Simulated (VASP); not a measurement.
## Bi: structure and properties in VASP

What structure does Bi take at this level, and what are its properties? The steps: full relaxation (r2SCAN + rVV10), second relaxation, density, ELF and potential (r2SCAN + rVV10), band structure (r2SCAN + rVV10), total and projected DOS (r2SCAN + rVV10), volume scan with r2SCAN + rVV10, fit for r2SCAN + rVV10 and self-consistent run (r2SCAN + rVV10) with a changed input. Left out of this account: at least 1 further run (phonons: it ended without a result to show). This is not the structure that Bi takes at ambient conditions. The start is a computed cell from the Materials Project.

Calculated with VASP 6.6.1; r2SCAN with rVV10; plane waves and PAW (Bi_d).

This is a report of a sequence of runs, with most program output left out.

The starting crystal is not the ambient structure of Bi (space group No. 166); it is a model or a phase of other conditions.

**1. The structure**

Before any relaxation, the start is as follows. Symmetry: Im-3m, No. 229, cubic system. Conventional cell: a = 3.963 Å, b = 3.963 Å, c = 3.963 Å, α = 90.00°, β = 90.00°, γ = 90.00°. Nearest to Bi lie 8 Bi at 3.43 Å.

**2. Full relaxation (r2SCAN + rVV10)**

Properties are meant for the cell that this level of theory prefers, so cell and atoms are relaxed first (ISIF = 3) until forces and stress are small; EDIFFG sets the threshold. r2SCAN adds the kinetic-energy density, costs more than a GGA and is run with LASPH. LUSE_VDW switches on a nonlocal correlation term for dispersion.

The input, INCAR:

```
SYSTEM = Bi
PREC = Accurate
ENCUT = 400
EDIFF = 1E-06
NELM = 100
ISMEAR = 1
SIGMA = 0.2
LREAL = .FALSE.
ALGO = Normal
METAGGA = R2SCAN
LUSE_VDW = .TRUE.
IVDW_NL = 2
BPARAM = 11.95
CPARAM = 0.0093
LASPH = .TRUE.
NBANDS = 13
LORBIT = 11
LWAVE = .FALSE.
LCHARG = .FALSE.
KPAR = 2
IBRION = 2
NSW = 60
ISIF = 3
EDIFFG = -0.01
```

The input, POSCAR:

```
Bi
1.0
   -1.9814305318      1.9814305318      1.9814305318
    1.9814305318     -1.9814305318      1.9814305318
    1.9814305318      1.9814305318     -1.9814305318
Bi
1
Direct
    0.0000000000      0.0000000000      0.0000000000
```

The input, KPOINTS:

```
Automatic mesh
0
Gamma
9 9 9
0 0 0
```

PAW data sets: Bi_d (PBE family, release 64).

Started as:

```console
> mpirun -np 2 vasp_std
```

The job ended after 3.5 min (2 MPI ranks of AMD EPYC 7R43, shared host; peak memory 0.28 GiB; 6.2 min of CPU time).

This run has no spin polarisation. Its electron count is odd, so without a moment it is a metal by construction. The k-mesh is coarse for a metal. The PAW data sets were made with PBE, which is usual practice but a small mismatch for other functionals. The run keeps the 48 symmetry operations of its start, so it cannot find a distortion of lower symmetry.

Step by step:

```tsv
step	energy less that of the first step (eV)	largest force (eV/Å)	pressure (GPa)	volume (Å³)
1	0.0000	0.0000	-0.82	31.12
2	-0.0006	0.0000	0.59	30.41
3	-0.0011	0.0000	-0.07	30.69
4	-0.0011	0.0000	-0.04	30.66
```

```tsv
conventional cell, symmetrised	before	after	change
a (Å)	3.963	3.943	-0.5 %
b (Å)	3.963	3.943	-0.5 %
c (Å)	3.963	3.943	-0.5 %
volume (Å³/atom)	31.12	30.66	-1.5 %
```

The relaxed structure:

```xyz
1
Lattice="-1.9717 1.9717 1.9717 1.9717 -1.9717 1.9717 1.9717 1.9717 -1.9717" Properties=species:S:1:pos:R:3 pbc="T T T"
Bi    0.0000    0.0000    0.0000
```

Numbers from this step:

* electrons: 15
* bands: 13
* irreducible k-points: 35
* symmetry operations: 48
* free energy (TOTEN): -57.9180 eV
* energy at zero smearing: -57.9179 eV
* Fermi energy: 8.130 eV
* pressure: -0.03499 GPa
* metallic, judged on the points sampled: yes
* SCF cycles over all ionic steps: 31

It ends with forces that vanish by symmetry and a pressure of -0.03 GPa.

**3. Second relaxation**

A relaxation keeps the plane waves of the cell it began with, so it is repeated from the new cell, on a basis made for it. The mesh changes with the cell too.

INCAR is that of step 2.

The input, POSCAR:

```
Bi
1.0
   -1.9716707446      1.9716707446      1.9716707446
    1.9716707446     -1.9716707446      1.9716707446
    1.9716707446      1.9716707446     -1.9716707446
Bi
1
Direct
    0.0000000000      0.0000000000      0.0000000000
```

The input, KPOINTS:

```
Automatic mesh
0
Gamma
10 10 10
0 0 0
```

Started as:

```console
> mpirun -np 2 vasp_std
```

Elapsed: 3 min, on 2 MPI ranks; peak memory 0.35 GiB.

Little changed from the start: no atom moved by 0.005 Å and no cell edge by 0.1 %.

This step gave:

```
irreducible k-points            : 47
free energy (TOTEN)             : -57.9116 eV
energy at zero smearing         : -57.9117 eV
Fermi energy                    : 7.947 eV
pressure                        : 0.01631 GPa
SCF cycles over all ionic steps : 26
```

It ends with forces that vanish by symmetry and a pressure of 0.02 GPa.

**4. Density, ELF and potential (r2SCAN + rVV10)**

The relaxed cell gets a fresh self-consistent run, on a basis set for its own volume, to fix the density and to check the remaining stress.

INCAR: that of step 3 with these lines changed.

```diff
@@ -18,7 +18,5 @@
 LWAVE = .FALSE.
-LCHARG = .FALSE.
-KPAR = 2
-IBRION = 2
-NSW = 60
-ISIF = 3
-EDIFFG = -0.01
+LCHARG = .TRUE.
+ISIF = 2
+LELF = .TRUE.
+LVHAR = .TRUE.
```

The input, POSCAR:

```
Bi
1.0
   -1.9734289001      1.9734289001      1.9734289001
    1.9734289001     -1.9734289001      1.9734289001
    1.9734289001      1.9734289001     -1.9734289001
Bi
1
Direct
    0.0000000000      0.0000000000      0.0000000000
```

KPOINTS is that of step 3.

Started as:

```console
> mpirun -np 2 vasp_std
```

Run time: 81 s. Hardware: 2 MPI ranks; peak memory 0.26 GiB.

Numbers from this step:

* SCF cycles: 14
* bands: 14
* pressure: 0.005048 GPa

Valence electrons inside each PAW sphere by angular momentum. Sphere charges, by row:

```tsv
atom	s (e)	p (e)	d (e)	tot (e)
Bi1	1.517	1.288	9.907	12.71
```

Valence density in the ac plane of the conventional cell at fractional y = 0.000, with atoms of Bi within 0.2 Å of it. It is the smooth field of the valence electrons, not physical close to the nuclei.

Ten steps, logarithmic in the rise over the least value, from '_' (0.07 × 1e0 e/Å³) to '@' (9.93 × 1e0 e/Å³), each cell a mean:
```
@@%%##==::..______..--**%%@@
%%##**==::..______..--==**%%
**++==::..________..::--==**
----::....__________..::----
......________________......
____________________________
____________________________
____________________________
....____________________....
::::::..____________....::::
++==--::..__________..::====
##**++--::________..::==**##
@@%%**==::..______..--++##%%
@@@@##++::..______..--**%%@@
```
Columns run along a (3.9 Å), rows up along c (3.9 Å), edges of the conventional cell, whose origin can differ from the input's. Atoms in or near the plane, at fractional coordinates: Bi at (0.00, 0.00).

ELF in the ac plane of the conventional cell at fractional y = 0.000, with atoms of Bi within 0.2 Å of it. It is the smooth field of the valence electrons, not physical close to the nuclei.

Ten even steps from '0' (0.10) to '9' (0.56), each cell a mean:
```
43796410258953
46886410257985
89975310146899
87764200125678
55532100012455
22210000001122
00000000000000
11100000000111
44321000012344
76653100024566
99865200136789
67986310257987
34796410257963
93697410258844
```
Columns run along a (3.9 Å), rows up along c (3.9 Å), edges of the conventional cell, whose origin can differ from the input's. Atoms in or near the plane, at fractional coordinates: Bi at (0.00, 0.00).

Electrostatic potential energy in the ac plane of the conventional cell at fractional y = 0.000, with atoms of Bi within 0.2 Å of it. With pseudopotentials it is smooth inside the atoms' cores, unlike the true potential.

Ten even steps from '_' (-99 eV) to '@' (3 eV), each cell a mean:
```
____--**@@@@@@@@@@@@%%++..__
..::++%%@@@@@@@@@@@@@@**--..
==++##@@@@@@@@@@@@@@@@%%**++
%%%%@@@@@@@@@@@@@@@@@@@@@@%%
@@@@@@@@@@@@@@@@@@@@@@@@@@@@
@@@@@@@@@@@@@@@@@@@@@@@@@@@@
@@@@@@@@@@@@@@@@@@@@@@@@@@@@
@@@@@@@@@@@@@@@@@@@@@@@@@@@@
@@@@@@@@@@@@@@@@@@@@@@@@@@@@
@@@@@@@@@@@@@@@@@@@@@@@@@@@@
**##%%@@@@@@@@@@@@@@@@@@%%**
::--**%%@@@@@@@@@@@@@@##++--
__..--##@@@@@@@@@@@@%%++::__
____::**@@@@@@@@@@@@%%==..__
```
Columns run along a (3.9 Å; values clipped at the 3rd and 97th percentile), rows up along c (3.9 Å), edges of the conventional cell, whose origin can differ from the input's. Atoms in or near the plane, at fractional coordinates: Bi at (0.00, 0.00).

In this run the pressure is 0.01 GPa, small enough to go on; single stress components reach 0.01 GPa.

**5. Band structure (r2SCAN + rVV10)**

The mesh alone shows little of the dispersion and can miss band extrema, so KPOINTS_OPT adds a path through the symmetry points after the self-consistent cycle.

INCAR: that of step 4 with these lines changed.

```diff
@@ -15,8 +15,6 @@
 LASPH = .TRUE.
-NBANDS = 13
+NBANDS = 18
 LORBIT = 11
 LWAVE = .FALSE.
-LCHARG = .TRUE.
-ISIF = 2
-LELF = .TRUE.
-LVHAR = .TRUE.
+LCHARG = .FALSE.
+KPAR = 2
```

POSCAR is that of step 4.

KPOINTS is that of step 4.

The input, KPOINTS_OPT:

```
Line mode
16
Line-mode
Reciprocal
  0.00000000   0.00000000   0.00000000 GAMMA
  0.50000000  -0.50000000   0.50000000 H

  0.50000000  -0.50000000   0.50000000 H
  0.00000000   0.00000000   0.50000000 N

  0.00000000   0.00000000   0.50000000 N
  0.00000000   0.00000000   0.00000000 GAMMA

  0.00000000   0.00000000   0.00000000 GAMMA
  0.25000000   0.25000000   0.25000000 P

  0.25000000   0.25000000   0.25000000 P
  0.50000000  -0.50000000   0.50000000 H

  0.25000000   0.25000000   0.25000000 P
  0.00000000   0.00000000   0.50000000 N
```

Started as:

```console
> mpirun -np 2 vasp_std
```

Run time: 2.8 min. Hardware: 2 MPI ranks; peak memory 0.36 GiB.

Spin-orbit coupling is off here; it can split and shift levels that hold much weight on Bi by tenths of an eV or more.

Numbers from this step:

| Quantity | Value |
| --- | --- |
| SCF cycles | 12 |
| bands | 18 |
| Fermi energy | 7.948 eV |
| pressure | -0.06573 GPa |

The electronic bands at the labelled points (eV, zero at the Fermi level; # counts the bands kept in this run):

```tsv
point	#1	#2	#3	#4	#5	#6
Γ	-14.19	5.47	5.47	5.47	10.30	11.29
0.53 of the way	-11.56	-1.07	0.49	0.49	5.74	12.30
H	-8.48	-1.99	-1.99	-1.99	3.99	3.99
0.47 of the way	-9.80	-3.92	-0.75	0.27	6.38	7.78
N	-10.85	-5.37	1.62	3.77	6.61	8.03
0.53 of the way	-13.14	-0.23	3.31	4.68	7.93	9.05
Γ	-14.19	5.47	5.47	5.47	10.30	11.29
0.47 of the way	-12.65	-1.21	2.31	2.31	10.64	10.64
P	-10.27	-2.44	-2.44	-2.44	16.17	16.17
0.47 of the way	-10.11	-3.40	-3.40	3.38	8.40	9.27
H	-8.48	-1.99	-1.99	-1.99	3.99	3.99
jump to P	-10.27	-2.44	-2.44	-2.44	16.17	16.17
0.47 of the way	-10.56	-4.51	-1.05	0.63	11.07	12.16
N	-10.85	-5.37	1.62	3.77	6.61	8.03
```

There is no gap at this level.

**6. Total and projected DOS (r2SCAN + rVV10)**

A density of states needs more k-points than a total energy, and tetrahedra (ISMEAR = -5) or a smearing that fits the mesh; LORBIT projects the states on the PAW spheres. The mesh is finer than in the run before.

INCAR: that of step 5 with these lines changed.

```diff
@@ -5,3 +5,3 @@
 NELM = 100
-ISMEAR = 1
+ISMEAR = -5
 SIGMA = 0.2
@@ -20 +20,2 @@
 KPAR = 2
+NEDOS = 2001
```

POSCAR is that of step 5.

The input, KPOINTS:

```
Automatic mesh
0
Gamma
14 14 14
0 0 0
```

Started as:

```console
> mpirun -np 2 vasp_std
```

It took 3.2 min on 2 MPI ranks; peak memory 0.4 GiB.

With tetrahedra the forces and stress of a metal are not exact derivatives of the energy.

This step gave:

| Item | Value |
| --- | --- |
| SCF cycles | 14 |
| irreducible k-points | 104 |
| free energy (TOTEN) | -57.9013 eV |
| Fermi energy | 7.969 eV |
| pressure | -0.1503 GPa |
| DOS at the Fermi level, one point of the energy grid | 0.6470 states/eV/cell |

The density of states has structure finer than the step of the table below, so its rows give means over 0.5 eV, whole bins alone (the curve runs from -12.0 to 8.00 eV). Peaks (eV: height): total -10.44: 1.16, -3.98: 1.02, 3.14: 1.16, 7.77: 1.14; Bi p -3.98: 0.405, 3.14: 0.642; Bi s -10.44: 0.885; Bi d 7.77: 0.198.

States under -12.0 eV and over 8.0 eV are left out. The density of states by energy, zero at the Fermi level; means over each step; values in states/eV/cell:

```tsv
energy (eV)	total	Bi p	Bi s	Bi d
-11.5	0.510	0.0101	0.345	0.00216
-11.0	0.865	0.0111	0.619	0.00471
-10.5	0.935	0.00843	0.700	0.00406
-10.0	0.291	0.00437	0.221	9.2e-4
-9.5	0.146	0.00226	0.114	1.7e-4
-9.0	0.0675	7.8e-4	0.0551	0
-8.5	0.00844	5.4e-5	0.00715	0
-8.0	0	0	0	0
-7.5	0	0	0	0
-7.0	0	0	0	0
-6.5	0	0	0	0
-6.0	0	0	0	0
-5.5	0.00690	0.00272	5.8e-5	0
-5.0	0.247	0.0972	0.00364	9.3e-4
-4.5	0.499	0.197	0.0118	0.00355
-4.0	0.881	0.349	0.0283	0.00860
-3.5	0.640	0.256	0.0318	0.00612
-3.0	0.475	0.193	0.0305	0.00478
-2.5	0.520	0.215	0.0290	0.00755
-2.0	0.558	0.237	0.0238	0.0100
-1.5	0.612	0.268	0.0215	0.0125
-1.0	0.617	0.276	0.0199	0.0143
-0.5	0.619	0.282	0.0184	0.0157
0.0	0.639	0.298	0.0178	0.0174
0.5	0.644	0.308	0.0163	0.0181
1.0	0.677	0.334	0.0158	0.0191
1.5	0.664	0.337	0.0140	0.0188
2.0	0.620	0.317	0.0132	0.0183
2.5	0.713	0.376	0.0135	0.0192
3.0	1.03	0.569	0.0147	0.0215
3.5	0.682	0.384	0.00730	0.0133
4.0	0.351	0.204	0.00271	0.00866
4.5	0.273	0.132	0.00114	0.0164
5.0	0.207	0.0694	2.4e-4	0.0214
5.5	0.160	0.0145	1.0e-4	0.0262
6.0	0.181	0.00965	1.0e-4	0.0308
6.5	0.213	0.0140	3.2e-4	0.0354
7.0	0.345	0.0236	0.00906	0.0572
7.5	0.743	0.0570	0.0292	0.126
```

The finer mesh and the other smearing move the Fermi level by +0.02 eV from the 10×10×10 run, a small shift, which tests the Fermi level alone. Of the states within 0.3 eV of the Fermi level, the largest shares in the PAW spheres are Bi p 47 %. The rest lies in smaller channels or between the spheres.

**7. Volume scan with r2SCAN + rVV10**

An equation of state needs energies on both sides of the minimum, all on one mesh and cutoff.

INCAR: that of step 6 with these lines changed.

```diff
@@ -5,3 +5,3 @@
 NELM = 100
-ISMEAR = -5
+ISMEAR = 1
 SIGMA = 0.2
@@ -15,3 +15,3 @@
 LASPH = .TRUE.
-NBANDS = 18
+NBANDS = 13
 LORBIT = 11
@@ -20,2 +20,2 @@
 KPAR = 2
-NEDOS = 2001
+ISIF = 2
```

The input, POSCAR:

```
Bi
1.0
   -1.9331435371      1.9331435371      1.9331435371
    1.9331435371     -1.9331435371      1.9331435371
    1.9331435371      1.9331435371     -1.9331435371
Bi
1
Direct
    0.0000000000      0.0000000000      0.0000000000
```

The input, KPOINTS:

```
Automatic mesh
0
Gamma
10 10 10
0 0 0
```

Started as:

```console
> mpirun -np 2 vasp_std
```

It took 85 s on 2 MPI ranks; peak memory 0.35 GiB.

The scan keeps the cell's shape and the fractional positions fixed.

This step gave:

| Quantity | Value |
| --- | --- |
| bands | 13 |
| irreducible k-points | 47 |
| free energy (TOTEN) | -57.8867 eV |
| energy at zero smearing | -57.8863 eV |
| Fermi energy | 8.768 eV |
| pressure | 4.353 GPa |

The pressure here is 4.35 GPa.

**8. Volume scan with r2SCAN + rVV10 (run 2)**

INCAR is that of step 7.

The input, POSCAR:

```
Bi
1.0
   -1.9467576725      1.9467576725      1.9467576725
    1.9467576725     -1.9467576725      1.9467576725
    1.9467576725      1.9467576725     -1.9467576725
Bi
1
Direct
    0.0000000000      0.0000000000      0.0000000000
```

KPOINTS is that of step 7.

Started as:

```console
> mpirun -np 2 vasp_std
```

Elapsed: 76 s, on 2 MPI ranks; peak memory 0.33 GiB.

This step gave:

```yaml
free_energy_toten: -57.9006 eV
energy_at_zero_smearing: -57.9004 eV
fermi_energy: 8.482 eV
pressure: 2.744 GPa
```

The pressure falls from 4.35 to 2.74 GPa.

The run ends at a pressure of 2.74 GPa.

**9. Volume scan with r2SCAN + rVV10 (run 3)**

INCAR is that of step 8.

The input, POSCAR:

```
Bi
1.0
   -1.9601840118      1.9601840118      1.9601840118
    1.9601840118     -1.9601840118      1.9601840118
    1.9601840118      1.9601840118     -1.9601840118
Bi
1
Direct
    0.0000000000      0.0000000000      0.0000000000
```

KPOINTS is that of step 8.

Started as:

```console
> mpirun -np 2 vasp_std
```

Run time: 83 s. Hardware: 2 MPI ranks; peak memory 0.34 GiB; 2.7 min of CPU time.

The pressure falls from 2.74 to 1.30 GPa.

The run ends at a pressure of 1.30 GPa.

**10. Volume scan with r2SCAN + rVV10 (run 4)**

INCAR is that of step 9.

The input, POSCAR:

```
Bi
1.0
   -1.9734289001      1.9734289001      1.9734289001
    1.9734289001     -1.9734289001      1.9734289001
    1.9734289001      1.9734289001     -1.9734289001
Bi
1
Direct
    0.0000000000      0.0000000000      0.0000000000
```

KPOINTS is that of step 9.

Started as:

```console
> mpirun -np 2 vasp_std
```

The job ended after 82 s (2 MPI ranks; peak memory 0.35 GiB).

The pressure falls from 1.30 to 0.01 GPa.

The run ends at a pressure of 0.01 GPa.

**11. Volume scan with r2SCAN + rVV10 (run 5)**

INCAR is that of step 10.

The input, POSCAR:

```
Bi
1.0
   -1.9864983465      1.9864983465      1.9864983465
    1.9864983465     -1.9864983465      1.9864983465
    1.9864983465      1.9864983465     -1.9864983465
Bi
1
Direct
    0.0000000000      0.0000000000      0.0000000000
```

KPOINTS is that of step 10.

Started as:

```console
> mpirun -np 2 vasp_std
```

Run time: 85 s. Hardware: 2 MPI ranks; peak memory 0.34 GiB; 2.8 min of CPU time.

The pressure falls from 0.01 to -1.16 GPa.

The run ends at a pressure of -1.16 GPa.

**12. Volume scan with r2SCAN + rVV10 (run 6)**

INCAR is that of step 11.

The input, POSCAR:

```
Bi
1.0
   -1.9993980479      1.9993980479      1.9993980479
    1.9993980479     -1.9993980479      1.9993980479
    1.9993980479      1.9993980479     -1.9993980479
Bi
1
Direct
    0.0000000000      0.0000000000      0.0000000000
```

KPOINTS is that of step 11.

Started as:

```console
> mpirun -np 2 vasp_std
```

Elapsed: 85 s, on 2 MPI ranks; peak memory 0.34 GiB; 2.8 min of CPU time.

The pressure falls from -1.16 to -2.20 GPa.

The run ends at a pressure of -2.20 GPa.

**13. Volume scan with r2SCAN + rVV10 (run 7)**

A prediction first. A least-squares parabola for the 6 pressures of evenly scaled cells so far, P = 0.00 -61.5 t +141 t² GPa with t = ln(V/V₁) and V₁ the volume at scale 1, gives -3.10 GPa at t = +0.0583.

INCAR is that of step 12.

The input, POSCAR:

```
Bi
1.0
   -2.0121334107      2.0121334107      2.0121334107
    2.0121334107     -2.0121334107      2.0121334107
    2.0121334107      2.0121334107     -2.0121334107
Bi
1
Direct
    0.0000000000      0.0000000000      0.0000000000
```

KPOINTS is that of step 12.

Started as:

```console
> mpirun -np 2 vasp_std
```

Run time: 85 s. Hardware: 2 MPI ranks; peak memory 0.36 GiB; 2.8 min of CPU time.

The pressure falls from -2.20 to -3.12 GPa. The parabola predicted -3.10 GPa, +0.02 GPa off.

**14. The series together**

Times are for 2 MPI ranks of AMD EPYC 7R43, shared host. The series side by side:

```tsv
no.	volume scale	energy above the lowest point (meV/atom)	pressure (GPa)	time	memory (GiB)
1	0.94	25.46	4.353	85 s	0.35
2	0.96	11.31	2.744	76 s	0.33
3	0.98	3.02	1.302	83 s	0.34
4	1	0	0.006815	82 s	0.35
5	1.02	1.74	-1.157	85 s	0.34
6	1.04	7.72	-2.196	85 s	0.34
7	1.06	17.5	-3.123	85 s	0.36
```

**15. Fit for r2SCAN + rVV10**

This step: Birch-Murnaghan fit, r2SCAN with rVV10; plane waves and PAW (VASP 6.6.1).

Derived from the runs above.

This step gave:

| Property | Result |
| --- | --- |
| pressure derivative of the bulk modulus | 4.394 |
| r.m.s. error of the fit | 6.38e-6 eV/atom |
| minimum inside the sampled range | yes |
| bulk modulus | 60.98 GPa |
| equilibrium volume of the fit | 30.81 Å³/atom |

Table of energy above the fitted minimum by volume:

```tsv
volume (Å³/atom)	energy above the fitted minimum (eV/atom)
28.90	0.0255
29.51	0.0113
30.13	0.00304
30.74	2.3e-5
31.36	0.00176
31.97	0.00774
32.59	0.0175
```

The fit over cells of fixed shape and fractional positions puts the volume +0.24 % from the relaxed one. At a finite cutoff and mesh the minimum of the energy and the zero of the stress don't quite coincide, and the relaxation stops at a threshold.

**16. Self-consistent run (r2SCAN + rVV10) with a changed input**

This step: r2SCAN with rVV10; plane waves and PAW (Bi_d) (VASP 6.6.1).

This run is made with a changed input; what comes of it follows.

INCAR: that of step 13 with these lines changed.

```diff
@@ -4,3 +4,3 @@
 EDIFF = 1E-06
-NELM = 100
+NELM = 89
 ISMEAR = 1
@@ -21 +21,3 @@
 ISIF = 2
+ISPIN = 2
+MAGMOM = up
```

The input, POSCAR:

```
Bi
1.0
   -1.9734289001      1.9734289001      1.9734289001
    1.9734289001     -1.9734289001      1.9734289001
    1.9734289001      1.9734289001     -1.9734289001
Bi
1
Direct
    0.0000000000      0.0000000000      0.0000000000
```

KPOINTS is that of step 13.

Started as:

```console
> mpirun -np 2 vasp_std
```

Wall time 2.5 min (2 MPI ranks); peak memory 0.34 GiB.

The run converged, and its energy and pressure stay near those of the sound run.

Energy and pressure equal those of the sound run on this cell, within 0.05 meV an atom and 0.01 GPa.

Settings moved from the usual: NELM = 89, ISPIN = 2 and MAGMOM = up.

MAGMOM takes numbers; a word is not a valid entry.

**17. What came out**

| Property | Result |
| --- | --- |
| relaxed volume | 30.74 Å³/atom |
| relaxed conventional cell a, b, c | 3.947, 3.947, 3.947 Å |
| space group after relaxing, within 0.02 Å | Im-3m (No. 229) |
| band gap | none, a metal |
| DOS at the Fermi level | 0.647 states/eV/cell |
| bulk modulus from the fit | 61.0 GPa |
| volume from the fit | 30.8 Å³/atom |

What this shows: With r2SCAN + rVV10, Bi relaxes to 30.74 Å³/atom in space group Im-3m (held by the symmetry of the run), comes out as a metal and has a bulk modulus of 61.0 GPa. Band structure (r2SCAN + rVV10): Of the bands kept, 3 cross the Fermi level on this path. Spin-orbit coupling is left out, and with elements this heavy it would split and shift bands near the Fermi level. The k-sampling is coarse for a metal, so the Fermi level, pressures and the shape of the cell carry errors. No search among competing phases was made. All values are for a static lattice at zero temperature.

[Lines on the potential files, build, host, timing and source positions are cut from VASP's logs without a mark.]

[Logs are printed without paths, hosts, clocks, repeated set-up lines and the standing remarks that a program may print on its own settings, such as how far it seeks lower states.]

[Hosts, paths, dates, database ids (printed as entryN), source tags and the programs' standing remarks are cut or masked in the printed files.]

[A measured line is paired with the nearest computed mode of its activity, which favours agreement.]

[In band tables of VASP the shares of atoms and orbitals are scaled to a sum of 1 inside the atoms' spheres.]
